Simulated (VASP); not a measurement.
These are PBE GGA, VASP's PBE PAW potentials (set 64) (plane waves; VASP 6.6.1) values and carry that method's errors.

A VASP calculation is set up with these files.

KPOINTS:
```
Automatic mesh
0
Gamma
1 1 1
0 0 0
```

File POSCAR:
```
Ga35N35O
1
    4.8683178924    -8.4321738171     0.0000000000
    4.8683178924     8.4321738171     0.0000000000
    0.0000000000     0.0000000000    10.5562839808
Ga N O
35 35 1
Direct
  0.2233424505   0.1121561259   0.2506263645
  0.1108881930   0.2223060267   0.9997915787
  0.2195471668   0.1090929453   0.7500426552
  0.1138001498   0.2243115928   0.5024579522
  0.2219081837   0.4441438782   0.2497038201
  0.1111803426   0.5556165045   0.0004907820
  0.2224448118   0.4445433795   0.7505088527
  0.1110203996   0.5554365907   0.4999462871
  0.2223822891   0.7782556351   0.2505510591
  0.1109128565   0.8884760576   0.0003331700
  0.2219588619   0.7772923224   0.7507275267
  0.1124633184   0.8889963214   0.5016215368
  0.5550740146   0.1121852429   0.2506320147
  0.4444288244   0.2223709583   0.9990143841
  0.5561718002   0.1091036989   0.7501273966
  0.5564327653   0.4463746704   0.2472920538
  0.4444088194   0.5561149734   0.0003391640
  0.5559581230   0.4452430797   0.7496901597
  0.4438024787   0.5581534818   0.5003209309
  0.5556759730   0.7793281192   0.2508205734
  0.4442099890   0.8885748215   0.0003302519
  0.5559923251   0.7775491661   0.7503603000
  0.4430836115   0.8890095333   0.5016696946
  0.8891576867   0.1119102446   0.2506743998
  0.7780390439   0.2223446421   0.0000240919
  0.8888324503   0.1111026005   0.7505849357
  0.7768807752   0.2242900899   0.5023976474
  0.8888543668   0.4442033050   0.2497578066
  0.7782887797   0.5560414856   0.0003733309
  0.8887353356   0.4445340598   0.7504706487
  0.7810570653   0.5582411956   0.5003225362
  0.8901631464   0.7793497920   0.2508190538
  0.7778248320   0.8889889541   0.0007967168
  0.8882203325   0.7776043145   0.7503614848
  0.7782730904   0.8899424150   0.4997917218
  0.2024254324   0.1013049849   0.4342778271
  0.1111227610   0.2226620532   0.1878241140
  0.2210143987   0.1103713627   0.9398372811
  0.1108810822   0.2226938205   0.6897983325
  0.2237049068   0.4449528800   0.4382585665
  0.1112009968   0.5557679864   0.1888568430
  0.2225747010   0.4448888846   0.9384795224
  0.1109417205   0.5551999303   0.6882687767
  0.2218069193   0.7770331836   0.4390140861
  0.1117491664   0.8892993276   0.1882033662
  0.2220689015   0.7774778165   0.9386921317
  0.1100662387   0.8872831970   0.6893501096
  0.5652598921   0.1014174905   0.4342410857
  0.4453031029   0.2243289684   0.1891791089
  0.5560875928   0.1105280113   0.9399451803
  0.4436277498   0.2206003285   0.7104667777
  0.4444317639   0.5564928348   0.1889588056
  0.5562857712   0.4458976759   0.9394356236
  0.4449097238   0.5551583967   0.6872298733
  0.5555016859   0.7782278421   0.4390188362
  0.4440406907   0.8893235720   0.1882307194
  0.5557755700   0.7777946427   0.9386295344
  0.4438537026   0.8872826251   0.6894172636
  0.8896411349   0.1128324619   0.4391868502
  0.7779339400   0.2227076768   0.1879774282
  0.8887241780   0.1109257075   0.9386857711
  0.7783702674   0.2226533895   0.6897374620
  0.8878837209   0.4450163791   0.4382722417
  0.7786058620   0.5564686791   0.1889976148
  0.8889898257   0.4448705876   0.9385267307
  0.7769629905   0.5552002472   0.6872504180
  0.8892910866   0.7783008961   0.4389696111
  0.7779949073   0.8894383904   0.1892480044
  0.8886011977   0.7776832815   0.9386420228
  0.7778549180   0.8891119599   0.6884077597
  0.5688038475   0.4709773035   0.4306354365
```

### INCAR
```
SYSTEM = Ga35N35O
PREC = Normal
ENCUT = 400
EDIFF = 1E-6
NELM = 100
ALGO = Fast
LREAL = Auto
LASPH = .TRUE.
ISMEAR = 0
SIGMA = 0.05
GGA = PE
LMAXMIX = 4
LWAVE = .TRUE.
LCHARG = .FALSE.
NELMIN = 4
ISYM = 0
NELECT = 287.0
ISPIN = 2
NUPDOWN = 3
MAGMOM = 71*0.0423
LORBIT = 11
LHYPERFINE = .TRUE.
```

POTCAR, in this order: Ga N O (PBE.64 set). Program: vasp_gam. Read from the step before: WAVECAR.

Q: What will the output report for the number of irreducible k-points (NKPTS), largest plane-wave count, FFT grid (NGX, NGY, NGZ)?

A: 
The number of irreducible k-points (NKPTS) is 1 and the largest plane-wave count comes out as 7908. The FFT grid (NGX, NGY, NGZ) comes out as 48 × 48 × 54.

The cell is a supercell with a defect, built from GaN (wurtzite): O_N-vac_Ga, charge -1.
